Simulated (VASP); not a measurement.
These are PBE GGA, VASP's PBE PAW potentials (set 64) (plane waves; VASP 6.6.1) values and carry that method's errors.

A VASP calculation is set up with these files.

File POSCAR:
```
SnO
1
    2.8233190000     0.0000000000     0.0000000000
    0.0000000000     2.8233190000     0.0000000000
    0.0000000000     0.0000000000     2.8233190000
Sn O
1 1
Direct
  0.0000000000   0.0000000000   0.0000000000
  0.5000000000   0.5000000000   0.5000000000
```

### KPOINTS
```
Automatic mesh
0
G
7 7 7
```

INCAR:
```
SYSTEM = SnO
PREC = Accurate
ENCUT = 520
EDIFF = 1E-6
NELM = 100
ALGO = Normal
LREAL = .FALSE.
LASPH = .TRUE.
ISMEAR = 0
SIGMA = 0.05
GGA = PE
LMAXMIX = 4
LWAVE = .FALSE.
LCHARG = .FALSE.
ISIF = 2
```

POTCAR, in this order: Sn_d O (PBE.64 set). Program: vasp_std.

Unless said otherwise, spin-orbit coupling is left out, though it shifts the bands of the heavy elements here.

Task: What does the run give for the energy per atom (σ→0), pressure, band gap (on the k-mesh)?

Result: 
```
Item                                                        Result
------------------------  ----------------------------------------
energy per atom (σ→0)                               -4.306 eV/atom
band gap (on the k-mesh)  none (metal, semimetal or under 0.01 eV)
pressure                                                620.7 kbar
```

OSZICAR:
```
...
DAV:   7    -0.862902621268E+01    0.78012E-01   -0.70281E-01   620   0.788E+00    0.135E+00
DAV:   8    -0.861511509055E+01    0.13911E-01   -0.72878E-02   566   0.261E+00    0.360E-01
DAV:   9    -0.861362718675E+01    0.14879E-02   -0.13176E-02   792   0.141E+00    0.211E-01
DAV:  10    -0.861294673628E+01    0.68045E-03   -0.20327E-03   768   0.518E-01    0.655E-02
DAV:  11    -0.861294033474E+01    0.64015E-05   -0.24860E-04   742   0.194E-01    0.110E-02
DAV:  12    -0.861294076602E+01   -0.43128E-06   -0.11428E-05   706   0.430E-02    0.944E-03
DAV:  13    -0.861293992796E+01    0.83806E-06   -0.15055E-06   342   0.152E-02
   1 F= -.86129399E+01 E0= -.86114671E+01  d E =-.294566E-02
```

The structure was generated: SnO was put into the CsCl type (Pm-3m), which need not be its known phase. The cell was not relaxed at this level. The k-mesh is coarse (spacing up to 0.32 per Å, 2π included), so the numbers may not be converged in it.
